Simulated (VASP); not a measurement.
**TlBi (relaxed from the rock salt structure, space group Fm-3m): computed properties**

Calculation: PBEsol GGA, VASP's PBE PAW potentials (set 64) (plane waves; VASP).

```
Item                                                                                                   Result
----------------------------------  -------------------------------------------------------------------------
space group                                                                                       Fm-3m (225)
cell                                a = 6.296 Å, b = 6.296 Å, c = 6.296 Å, α = 90.00°, β = 90.00°, γ = 90.00°
volume per atom                                                                                 31.19 Å³/atom
band gap (over mesh and band path)                                   none (metal, semimetal or under 0.01 eV)
density                                                                                           11.00 g/cm³
```

BiTl is modelled in the cubic space group Fm-3m (No. 225), the rock salt structure, Pearson symbol cF8. Conventional cell: a = b = c = 6.296 Å, α = β = γ = 90.00°. Tl on 4a is surrounded by 6 Bi at 3.148 Å (octahedral). Bi on 4b is surrounded by 6 Tl at 3.148 Å (octahedral). (Neighbours: up to the widest gap in distance over summed covalent radii, below 1.35, at either atom.)
(The calculation used a cell of 2 atoms; values per cell refer to that cell.)

Unless said otherwise, spin-orbit coupling is left out, though it shifts the bands of the heavy elements here.

The structure was generated: TlBi was put into the rock salt type (Fm-3m), which need not be its known phase. It was relaxed first. Symmetry was kept, so distortions that lower it aren't found.
